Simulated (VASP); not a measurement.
Input:

```
SnO
1.0
    3.74417     0.00000     0.00000
    0.00000     3.74417     0.00000
    0.00000     0.00000     4.37675
Sn O
2 2
Direct
  0.50000   0.00000   0.73339
  0.00000   0.50000   0.26661
  0.50000   0.50000   0.00000
  0.00000   0.00000   0.00000
```

The numbers are results of PBE GGA, VASP's PBE PAW potentials (set 64) (plane waves; VASP 6.6.1), not measurements. Numerical set-up: 620 eV cut-off, 8×8×7 Γ-centred mesh, first-order Methfessel-Paxton smearing of 0.10 eV, potentials Sn_d O.

Energy and stress use the plane-wave basis of the starting cell. Without a dispersion term in the relaxation, distances and binding between the weakly bound layers, chains or molecules are unreliable, and so is what depends on them.

**Question.** The ions, cell shape and volume at an external pressure of 20.0 GPa are relaxed. Which structure does the run end with?

**Answer.** 
```
SnO
1.0
    3.64930     0.00000     0.00000
    0.00000     3.64930     0.00000
    0.00000     0.00000     4.18804
Sn O
2 2
Direct
  0.50000   0.00000   0.71873
  0.00000   0.50000   0.28127
  0.50000   0.50000   0.00000
  0.00000   0.00000   0.00000
```
Space group P4/nmm (129), at a tolerance of 0.03 Å.

**Question.** How do energy and volume change from the first to the last step?

**Answer.** The energy (σ→0) changes by +127.1 meV/atom and the volume by -9.1 %, in 9 ionic steps.

The compound is SnO in the litharge structure. This run relaxes it under an external pressure of 20 GPa. Symmetry was kept, so distortions that lower it aren't found.
